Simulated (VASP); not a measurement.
Level of theory: optB88-vdW, VASP's PBE PAW potentials (set 64) (plane waves; VASP).

VASP input:

INCAR:
```
# general
SYSTEM   = KZnF3
PREC     = Accurate
ENCUT    = 520
LREAL    = F
LASPH    = T

# electronic loop
EDIFF    = 1E-6
NELM     = 100   # most electronic steps
ALGO     = Normal
LMAXMIX  = 4   # l cut-off of mixed one-centre charges

# smearing
ISMEAR   = 0
SIGMA    = 0.05

# functional
GGA      = BO
LUSE_VDW = T
AGGAC    = 0.0
PARAM1   = 0.1833333333
PARAM2   = 0.22

# ions
IBRION   = 2   # conjugate gradients
NSW      = 60   # most ionic steps
ISIF     = 3   # ions, shape and volume
EDIFFG   = -0.02

# output
LWAVE    = F
LCHARG   = F
```

### KPOINTS
```
kpoints
0
Gamma
5 5 5
0 0 0
```

### POSCAR
```
KZnF3
1
    4.0826798939     0.0000000000     0.0000000000
    0.0000000000     4.0826798939     0.0000000000
   -0.0000000000    -0.0000000000     4.0826798939
K Zn F
1 1 3
Direct
  0.0000000000   0.0000000000   0.0000000000
  0.5000000000   0.5000000000   0.5000000000
  0.5000000000   0.0000000000   0.5000000000
  0.0000000000   0.5000000000   0.5000000000
  0.5000000000   0.5000000000   0.0000000000
```

POTCAR, in this order: K_sv Zn F (PBE.64 set). Program: vasp_std.

The run wrote:

File OUTCAR:
```
 ion  position               nearest neighbor table
   1  0.000  0.000  0.000-
   2  0.500  0.500  0.500-   3 2.04   4 2.04   5 2.04   5 2.04   3 2.04   4 2.04
   3  0.500  0.000  0.500-   2 2.04   2 2.04
   4  0.000  0.500  0.500-   2 2.04   2 2.04
   5  0.500  0.500  0.000-   2 2.04   2 2.04
  LATTYP: Found a simple cubic cell.
 ALAT       =     4.0826798939
 Subroutine PRICEL returns:
 Original cell was already a primitive cell.
 Subroutine GETGRP returns: Found 48 space group operations
The static configuration has the point symmetry O_h .
The dynamic configuration has the point symmetry O_h .
 Subroutine INISYM returns: Found 48 space group operations
 Subroutine IBZKPT returns following result:
 Found     10 irreducible k-points:

 Following reciprocal coordinates:
            Coordinates               Weight
  0.000000  0.000000  0.000000      1.000000
  0.200000  0.000000  0.000000      6.000000
  0.400000  0.000000  0.000000      6.000000
  0.200000  0.200000  0.000000     12.000000
  0.400000  0.200000  0.000000     24.000000
  0.400000  0.400000  0.000000     12.000000
  0.200000  0.200000  0.200000      8.000000
  0.400000  0.200000  0.200000     24.000000
  0.400000  0.400000  0.200000     24.000000
  0.400000  0.400000  0.400000      8.000000
   k-points           NKPTS =     10   k-points in BZ     NKDIM =     10   number of bands    NBANDS=     25
   number of dos      NEDOS =    301   number of ions     NIONS =      5
   total plane-waves  NPLWV =  27000
   dimension x,y,z NGX =    30 NGY =   30 NGZ =   30
   dimension x,y,z NGXF=    60 NGYF=   60 NGZF=   60
   ions per type =               1   1   3
   PREC   = accura    normal or accurate (medium, high low for compatibility)
   ISTART =      0    job   : 0-new  1-cont  2-samecut
   ICHARG =      2    charge: 1-file 2-atom 10-const
   ISPIN  =      1    spin polarized calculation?
   LNONCOLLINEAR =      F non collinear calculations
...
```

**OSZICAR**
```
       N       E                     dE             d eps       ncg     rms          rms(c)
DAV:   1     0.458284695952E+03    0.45828E+03   -0.22796E+04   508   0.203E+03
DAV:   2     0.242851526225E+02   -0.43400E+03   -0.42355E+03   581   0.490E+02
DAV:   3    -0.115189952702E+02   -0.35804E+02   -0.35661E+02   590   0.154E+02
DAV:   4    -0.122988396895E+02   -0.77984E+00   -0.77908E+00   831   0.216E+01
DAV:   5    -0.123097246224E+02   -0.10885E-01   -0.10881E-01   632   0.207E+00    0.120E+01
DAV:   6    -0.976745606672E+01    0.25423E+01   -0.96433E+00   742   0.413E+01    0.718E+00
DAV:   7    -0.983439988856E+01   -0.66944E-01   -0.15214E+00   536   0.863E+00    0.461E+00
DAV:   8    -0.984027665149E+01   -0.58768E-02   -0.55048E-01   669   0.143E+01    0.157E+00
DAV:   9    -0.980620098670E+01    0.34076E-01   -0.98093E-02   760   0.888E+00    0.557E-01
DAV:  10    -0.980365415570E+01    0.25468E-02   -0.67348E-02   732   0.601E+00    0.254E-01
DAV:  11    -0.980339982881E+01    0.25433E-03   -0.10473E-02   718   0.134E+00    0.748E-02
DAV:  12    -0.980347539819E+01   -0.75569E-04   -0.41401E-04   542   0.187E-01    0.752E-02
DAV:  13    -0.980343386860E+01    0.41530E-04   -0.32393E-04   603   0.677E-01    0.387E-02
DAV:  14    -0.980342483617E+01    0.90324E-05   -0.14847E-04   530   0.869E-02    0.752E-03
DAV:  15    -0.980342455910E+01    0.27708E-06   -0.65804E-06   638   0.602E-02
   1 F= -.98034246E+01 E0= -.98034246E+01  d E =-.980342E+01
```

### OUTCAR
```
------------------------ aborting loop because EDIFF is reached ----------------------------------------
  FORCE on cell =-STRESS in cart. coord.  units (eV):
  Direction    XX          YY          ZZ          XY          YZ          ZX
  --------------------------------------------------------------------------------------
  Total       -0.0144854     -0.0144854     -0.0144854     -0.0000000      0.0000000      0.0000000
  in kB       -0.3410400     -0.3410400     -0.3410400     -0.0000000      0.0000000      0.0000000
  external PRESSURE =      -0.3410400 kB  Pullay stress =       0.0000000 kB
  volume of cell :       68.05
      direct lattice vectors                 reciprocal lattice vectors
     4.082679894  0.000000000  0.000000000     0.244937155  0.000000000  0.000000000
     0.000000000  4.082679894  0.000000000     0.000000000  0.244937155  0.000000000
     0.000000000  0.000000000  4.082679894     0.000000000  0.000000000  0.244937155
 POSITION                                       TOTAL-FORCE (eV/Angst)
 -----------------------------------------------------------------------------------
      0.00000      0.00000      0.00000         0.000000      0.000000      0.000000
      2.04134      2.04134      2.04134         0.000000      0.000000      0.000000
      2.04134      0.00000      2.04134         0.000000      0.000000      0.000000
      0.00000      2.04134      2.04134         0.000000      0.000000      0.000000
      2.04134      2.04134      0.00000         0.000000      0.000000      0.000000
 -----------------------------------------------------------------------------------
    total drift:                                0.000000      0.000000     -0.000000
  FREE ENERGIE OF THE ION-ELECTRON SYSTEM (eV)
  ---------------------------------------------------
  free  energy   TOTEN  =        -9.8034245591 eV

  energy  without entropy=       -9.8034245591  energy(sigma->0) =       -9.80342456

 reached required accuracy - stopping structural energy minimisation
```
(Selected blocks of OUTCAR.)

The compound is KZnF3 in the cubic perovskite structure. It was relaxed first. The start is the result of an earlier pass.
